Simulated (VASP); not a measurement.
Method: revPBE GGA, VASP's PBE PAW potentials (set 64) (plane waves; VASP).

VASP input:

**POSCAR**
```
CaO
1
    0.0000000000     2.4886692923     2.4886692923
    2.4886692923     0.0000000000     2.4886692923
    2.4886692923     2.4886692923     0.0000000000
Ca O
1 1
Direct
  0.0000000000   0.0000000000   0.0000000000
  0.5000000000   0.5000000000   0.5000000000
```

KPOINTS:
```
Automatic mesh
0
Gamma
9 9 9
0 0 0
```

INCAR:
```
ALGO=Normal
EDIFF=1E-7
ENCUT=520
GGA=RE
ISIF=2
ISMEAR=0
LASPH=.TRUE.
LCHARG=.FALSE.
LREAL=.FALSE.
LWAVE=.FALSE.
NELM=100
PREC=Accurate
SIGMA=0.05
SYSTEM=CaO
```

POTCAR, in this order: Ca_sv O (PBE.64 set). Program: vasp_std.

Question: Predict the energy per atom (σ→0), pressure.

Answer: 
```json
{
 "energy per atom (σ→0)": "-6.079 eV/atom",
 "pressure": "-4.97 GPa"
}
```

### OSZICAR
```
...
DAV:  10    -0.121572227632E+02   -0.88328E-03   -0.31384E-03   900   0.536E-01    0.276E-02
DAV:  11    -0.121572892442E+02   -0.66481E-04   -0.50326E-04  1216   0.175E-01    0.335E-02
DAV:  12    -0.121572753560E+02    0.13888E-04   -0.76984E-05   952   0.916E-02    0.765E-03
DAV:  13    -0.121572748000E+02    0.55594E-06   -0.64787E-06  1120   0.247E-02    0.186E-03
DAV:  14    -0.121572744616E+02    0.33841E-06   -0.80614E-07   984   0.101E-02    0.105E-03
DAV:  15    -0.121572745883E+02   -0.12668E-06   -0.17942E-07   912   0.449E-03    0.398E-04
DAV:  16    -0.121572745856E+02    0.26687E-08   -0.87765E-09   488   0.103E-03
   1 F= -.12157275E+02 E0= -.12157275E+02  d E =-.959828E-18
```

The compound is CaO in the rock salt structure. This cell is one point of a volume scan, at 1.06 of the reference volume.
